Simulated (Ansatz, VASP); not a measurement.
## Mo2SNO (Mo2NOS MXene monolayer) in two plane-wave programs

Aim: how closely do two programs agree when they are given the same cell, functional and k mesh? The structure shown is the start of the Ansatz relaxation below; VASP solves that cell, so the two are compared at the walk's first step.

Main program and level: Ansatz 0.2.0; plane waves, with VASP 6.6.1 beside it; single point at PBE with D3(BJ).

### 1. Starting point

The cell holds 5 atoms: 1 S, 2 Mo, 1 N and 1 O. Its edges and angles: a = 2.953 Å, b = 2.953 Å, c = 41.401 Å, α = 90.0°, β = 90.0°, γ = 120.0°. Vacuum lies along c.

### 2. Ansatz: relaxation, PBE with D3(BJ)

Ansatz runs on its PAW soft_1 files.

The two programs are compared at the cell with which this relaxation starts, whose forces are those of its first step.

Contents of input.yaml:

```yaml
crystal:
  lattice:
    - [2.953236, 0.0, 0.0]
    - [-1.476618, 2.5575773994, 0.0]
    - [0.0, 0.0, 41.4012251639]
  atoms:
    - { symbol: S, position: [0.3333333333, 0.6666666667, 0.4371851299] }
    - { symbol: Mo, position: [0.6666666667, 0.3333333333, 0.4792079784], spin: 1.0 }
    - { symbol: "N", position: [0.0, 0.0, 0.5073537214] }
    - { symbol: Mo, position: [0.3333333333, 0.6666666667, 0.5354994645], spin: 1.0 }
    - { symbol: O, position: [0.6666666667, 0.3333333333, 0.5628148701] }
  periodic: [true, true, false]
magnetization:
  spin_polarized: true
kpoints:
  mp_grid: { grid: [12, 12, 1] }
hamiltonian:
  xc: pbe
  dispersion: d3bj
  pseudopotentials: { kind: paw, azcp: { folder: soft_1 } }
scf:
  occupations: { method: fermi_dirac, width: 0.05 }
  convergence: { dr2_threshold: 1.0e-09 }
relax:
  f_tol: 0.004
  max_steps: 90
  cell: {}
output:
  write_potential: true
  write_density: true
  volumetric_format: npy
```

The run is started by

```console
$ ansatz run input.yaml --threads 2 --pin off --max-ram 3072MiB --backend cpu --events-out ev --progress --plain --runs-dir out
```

Numbers of over 12 decimals in the logs are rounded to 6 here.

Output:

```text
Warning: relax.cell: scf.convergence.dr2_threshold = 1e-9 eV is looser than the 2.16377859689e-10 eV advised for a relaxation that steers and ends on the stress (1e-10 eV for each atom of the cell: 5, times the square of relax.cell.stress_2d_tol = 0.05 N/m over 15.2 Å (the atoms' height at the walk's start and 5 Å past either face), 3.289e-2 GPa, over a crystal's default 0.05). What an SCF threshold leaves in a stress goes as its square root, and in the free energy as the threshold itself, and one threshold admits the most on a small cell: [figures from the program's tests cut] Set scf.convergence.dr2_threshold to 2.16377859689e-10 eV or tighter. [rest of the remark cut]
Engine: ansatz 0.2.0, aarch64-unknown-linux-gnu
Pseudopotentials: kind: paw
Pseudopotential: S, paw, valence charge 6, recommended cutoff 420 eV (normal), soft_1/S.paw.azcp
Pseudopotential: Mo, paw, valence charge 14, recommended cutoff 420 eV (normal), soft_1/Mo.paw.azcp
Pseudopotential: N, paw, valence charge 5, recommended cutoff 420 eV (normal), soft_1/N.paw.azcp
Pseudopotential: O, paw, valence charge 6, recommended cutoff 420 eV (normal), soft_1/O.paw.azcp
Functional definition: PBE
  parameter kappa = 0.804
  parameter beta = 0.066725
  exchange = pbe_x(kappa = kappa, mu = beta*pi^2/3)
  correlation = pbe_c(beta = beta)
Crystal: 5 atoms, lattice volume = 312.709 Å³
Basis set: ecut = 420 eV, 6031 PW (Γ), exchange–correlation on 40×40×576 points (8 copies of the dense FFT grid, shifted against one another)
Bands: 29, of which v1, the nominal top of the filled ones, is band 23 counted from 1 (22 counted from 0)
Symmetry: 6 space group operations
Space group: P3m1 (ITA 156), of the structure as read, at distance tolerance 6.8e-5 Å
Magnetic group: BNS 156.49 (UNI 1279), of the structure as read, at distance tolerance 6.8e-5 Å
k-points: 19 of 144 (time reversal used)
Non-local potential: S, projectors of the file, l = 0: 2, l = 1: 2, l = 2: 1
Non-local potential: Mo, projectors of the file, l = 0: 3, l = 1: 2, l = 2: 2, l = 3: 1
Non-local potential: N, projectors of the file, l = 0: 2, l = 1: 2, l = 2: 1
Non-local potential: O, projectors of the file, l = 0: 2, l = 1: 2, l = 2: 1
PAW form: soft (Blöchl's): semilocal exchange-correlation on the pseudo side does not see the compensation charge
PAW one-centre angular grid: S, 110 points (default); XC on 64 Gauss nodes
PAW one-centre angular grid: Mo, 590 points (default); XC on 64 Gauss nodes
PAW one-centre angular grid: N, 110 points (default); XC on 64 Gauss nodes
PAW one-centre angular grid: O, 110 points (default); XC on 64 Gauss nodes
Initial density: superposition of atomic densities (neutral atoms: chi_scale 0, normalization atom)
Starting moments: Σ|m| = 2 μB on 2 of 5 sites
Initial wavefunctions: pseudopotential atomic-orbital guess
Functional: x = pbe(κ = 0.804, μ = 0.219515), c = pbe(β = 0.066725)
SCF iter   1: F=—  HF=-11772.923739 eV  |F-HF|=—  |Δ(HF+E_count)|=         —  Δρ=4.12e-2 (↑4.12e-2 ↓3.62e-2)  dr2=2.29e1  dr2_m=9.68e-2  M=1.063 μB ∫|m|=1.190 μB  β_m=0.30  ethr=3.10e-3  ⟨swp⟩=18.1  Hψ=10223  notcnv=0
Mixer restart at iter 1: flushing history
preconditioner: auto → LDOS  [metal: Δε(μ)=0.025 eV  Ē_g=10.656 eV  σ=0.050 eV  W_gap=0.13  n_scr=26 (ndim 8)  ℏωp=11.3 eV  f_vac=0.787  D(μ)=2.96/eV (n_scr^D=16)]
spin=Collinear: LDOS preconditioning applied to the charge; magnetization (m = ρ↑ − ρ↓) channel mixes plain (no charge-response kernel on spin).
SCF iter   2: F=—  HF=-11769.515054 eV  |F-HF|=—  |Δ(HF+E_count)|=    3.41e0  Δρ=2.70e-2 (↑2.70e-2 ↓2.36e-2)  dr2=1.07e1  dr2_m=5.49e-2  M=0.964 μB ∫|m|=1.098 μB  β_m=0.55  ethr=3.10e-3  ⟨swp⟩=4.0  Hψ=3211  notcnv=0  defer=24
SCF iter   3: F=—  HF=-11767.409192 eV  |F-HF|=—  |Δ(HF+E_count)|=    2.11e0  Δρ=4.83e-3 (↑4.80e-3 ↓4.83e-3)  dr2=2.86e-1  dr2_m=9.29e-3  M=0.708 μB ∫|m|=0.816 μB  β_m=0.62  ethr=3.10e-3  ⟨swp⟩=4.5  Hψ=3309  notcnv=0  defer=24
SCF iter   4: F=—  HF=-11767.456257 eV  |F-HF|=—  |Δ(HF+E_count)|=         —  Δρ=3.49e-3 (↑3.49e-3 ↓3.10e-3)  dr2=1.13e-2  dr2_m=2.80e-2  M=0.373 μB ∫|m|=0.428 μB  β_m=0.62  ethr=6.36e-4  ⟨swp⟩=4.3  Hψ=2863  notcnv=0  defer=9
SCF iter   5: F=—  HF=-11767.458594 eV  |F-HF|=—  |Δ(HF+E_count)|=   2.34e-3  Δρ=1.98e-3 (↑1.98e-3 ↓1.90e-3)  dr2=1.12e-3  dr2_m=1.04e-2  M=0.278 μB ∫|m|=0.314 μB  β_m=0.81  ethr=2.52e-5  ⟨swp⟩=3.8  Hψ=3053  notcnv=0  defer=9
[...]
preconditioner: auto → LDOS  [metal: Δε(μ)=0.076 eV  Ē_g=8.898 eV  σ=0.050 eV  W_gap=0.34  n_scr=22 (ndim 8)  ℏωp=11.3 eV  f_vac=0.785  D(μ)=3.43/eV (n_scr^D=18)]
spin=Collinear: LDOS preconditioning applied to the charge; magnetization (m = ρ↑ − ρ↓) channel mixes plain (no charge-response kernel on spin).
SCF iter   2: F=—  HF=-11768.088712 eV  |F-HF|=—  |Δ(HF+E_count)|=   1.77e-4  Δρ=1.67e-6 (↑1.66e-6 ↓1.67e-6)  dr2=4.86e-8  dr2_m=8.24e-12  M=-0.000 μB ∫|m|=0.000 μB  β_m=0.39  ethr=9.56e-11  ⟨swp⟩=6.6  Hψ=4984  notcnv=0
SCF iter   3: F=—  HF=-11768.088712 eV  |F-HF|=—  |Δ(HF+E_count)|=  6.97e-10  Δρ=1.33e-6 (↑1.33e-6 ↓1.33e-6)  dr2=9.53e-9  dr2_m=7.70e-12  M=-0.000 μB ∫|m|=0.000 μB  β_m=0.69  ethr=9.56e-11  ⟨swp⟩=2.6  Hψ=1506  notcnv=0
SCF iter   4: F=—  HF=-11768.088712 eV  |F-HF|=—  |Δ(HF+E_count)|=   2.00e-9  Δρ=6.02e-7 (↑6.02e-7 ↓5.92e-7)  dr2=5.50e-9  dr2_m=1.36e-12  M=-0.000 μB ∫|m|=0.000 μB  β_m=0.58  ethr=2.12e-11  ⟨swp⟩=3.3  Hψ=2566  notcnv=0
SCF iter   5: F=—  HF=-11768.088712 eV  |F-HF|=—  |Δ(HF+E_count)|=   4.12e-9  Δρ=2.80e-7 (↑2.80e-7 ↓2.74e-7)  dr2=1.26e-9  dr2_m=4.51e-13  M=-0.000 μB ∫|m|=0.000 μB  β_m=0.79  ethr=1.22e-11  ⟨swp⟩=3.6  Hψ=2143  notcnv=0
SCF iter   6: F=-11768.088712 eV  HF=-11768.088712 eV  |F-HF|=3.47e-10  |Δ(HF+E_count)|=   2.36e-9  Δρ=6.51e-8 (↑6.51e-8 ↓6.08e-8)  dr2=1.05e-10  dr2_m=1.03e-13  M=-0.000 μB ∫|m|=0.000 μB  ethr=2.22e-12  ⟨swp⟩=17.6  Hψ=9715  notcnv=0
the starting moments were not kept: the SCF closed with an absolute magnetisation of 1.2e-6 μB, where they sum to 2 μB in size (2 sites). That is at most 0.1 of that sum. Measured as dr2_m measures the in/out step, that magnetisation stands 2.1e-13 eV from none, at or under the dr2_threshold of 1.0e-9 eV: it is no larger than a step whose dr2_m would equal this threshold.
SCF 9 converged in 6 iterations: F = -11768.088712 eV  dr2 = 1.05e-10
relax step   9: F+E_penalty+E_count = -11768.08871178 eV  Δ(F+E_penalty+E_count) = +2.672e-4 eV  max|allowed force component| = 2.686e-3 eV/Å  Δτ_max = 0.0000 Å  P = -0.013 N/m  Ω = 311.721 Å³  fix = [c, alpha, beta]  reactions: c -0.000 N/m  stress off target by 1.33e-2 N/m on what of the cell is left free  SCF on the basis re-selected at this cell (its energy is not comparable with the rows above)  (6 SCF iters)
basis re-selected at this cell: Δ(F+E_penalty+E_count) = +2.672e-4 eV, ΔP = -0.004 N/m vs the last step (what re-selecting the basis moved, of the pressure what is left beyond the Pulay correction that the steps carried, after the strain that the cell walked since its last selection, with what the two solves' SCF thresholds leave and, on support functions, any second-order correction that the steps lacked; it is no m [...]
WARN: The output density's exchange-correlation potential varies sharply where the density is thin. Do not read a vacuum level from v_tot or v_xc, or from such a field of the output density. On a cell that repeats whose density bears no net charge and no dipole along the vacuum's axis use v_es (v_loc + v_h of the components); under efield.dipole_correction with no amplitude use v_es + v_field, which holds any externa [...]
SCF converged after 6 iterations
Magnetization: -0.0000 μB (22.5000 up, 22.5000 down)
Absolute magnetization: 0.0000 μB (∫|ρ↑−ρ↓|, with the PAW one-centre terms)
Spin contamination: 0.0000 ħ² per cell (⟨S²⟩ above its minimum at these occupations)
Per-site moments (μB) at R_I (Å): [(3.221446396712713e-8, 0.977610), (-3.039871347798816e-7, 0.923184), (-6.468083599853088e-8, 0.885721), (-3.709586451121579e-7, 0.847859), (3.331555749459135e-8, 0.847859)]
Free energy (F): -11768.088712 eV
Harris-Foulkes:  -11768.088712 eV  (|F-HF|=3.47e-10)
Internal energy: -11768.061537 eV  (E = F + TS)
E sigma→0 (E₀):  -11768.075124 eV
Entropy (-TS):   -0.027175 eV (-5.435 meV/atom)
Fermi energy:    -5.706793 eV
--- Per-component energies (eV) ---
  E_band       = -1133.428208
  E_kinetic    = 1248.667175
  E_local      = -201915.554976  (includes V_loc(G=0)·N_el)
  E_nonlocal   = 418.407114
  E_hartree    = 100097.380798
  E_xc         = -572.513199
  E_vxc        = -689.142434  (∫ρ·V_xc dr)
  E_paw        = -7321.635562  (= ΣΔE_a)
  E_vpaw       = -390.569175  (= ΣTr[D̂ρ^β])
  E_aug_tail   = 0.001778  (compensation charges beyond the density's cutoff)
  E_ewald      = 96278.791023
  E_disp       = -1.605687  (pairwise vdW)
  E_smearing   = -0.027175  (= −TS)
  E_closure    = 0.000000  (closes the sum)
  Σ components = -11768.088712   (vs F -11768.088712, Δ=0.00e0)
--- Forces (eV/Å), atoms counted from 1 ---
  atom   1  S      0.00000000     0.00000000     0.00099125
  atom   2  Mo    -0.00000000     0.00000000    -0.00103353
  atom   3  N      0.00000000     0.00000000     0.00067943
  atom   4  Mo     0.00000000     0.00000000     0.00204825
  atom   5  O      0.00000000     0.00000000    -0.00268660
  max |Σ_I F_I| component: 1.19e-6 eV/Å
--- 2D stress c σ (N/m, compression-positive) ---
       -0.013299       0.000000       0.000000
        0.000000      -0.013299       0.000000
        0.000000       0.000000      -0.000000
  P = ½ c Tr σ = -0.0133 N/m
--- Band table (eV; the first three rows and the last of 38) ---
  k-point 0 ↑: bands = [... 19 lower, -7.2481, -7.2481, -6.5518, -6.5518, -5.8323, -5.8323, -5.2333, -3.1803, ... 2 higher]
  k-point 1 ↑: bands = [... 19 lower, -7.5557, -7.3620, -6.3292, -6.1822, -5.8908, -5.7737, -5.1549, -3.3988, ... 2 higher]
  k-point 2 ↑: bands = [... 19 lower, -7.7674, -7.4956, -6.3202, -6.0624, -5.8280, -5.2022, -4.8939, -3.4780, ... 2 higher]
  k-point 18 ↓: bands = [... 19 lower, -9.6834, -6.1039, -5.5123, -5.1953, -4.8745, -4.8362, -4.2898, -2.9189, ... 2 higher]
  the weakly bound empty levels are not read free of the cell's end (no_gap_told)
--- Relaxed structure (8 steps of the walk, 8 accepted, 1 SCFs on fresh bases) ---
  F+E_penalty+E_count = -11768.08871178 eV   max|allowed force component| = 2.686e-3 eV/Å   (the final SCF, on the basis selected at the relaxed cell)
  cell:  # Å, volume = 311.7211 Å³
    - [2.948568, 0, 0]
    - [-1.474284, 2.553535, 0]
    - [0, 0, 41.4012251639]
  atoms:
    - { symbol: S, position: [0.333333, 0.666667, 0.433289] }
    - { symbol: Mo, position: [0.666667, 0.333333, 0.473115] }
    - { symbol: N, position: [0, 0, 0.508207] }
    - { symbol: Mo, position: [0.333333, 0.666667, 0.539815] }
    - { symbol: O, position: [0.666667, 0.333333, 0.567636] }
```

[end of part 1 of 2]

[Lines on the potential files, build, host, timing and source positions are cut from VASP's logs without a mark.]

[Logs are printed without paths, hosts, clocks, repeated set-up lines and the standing remarks that a program may print on its own settings, such as how far it seeks lower states.]

[Hosts, paths, dates, database ids (printed as entryN), source tags and the programs' standing remarks are cut or masked in the printed files.]
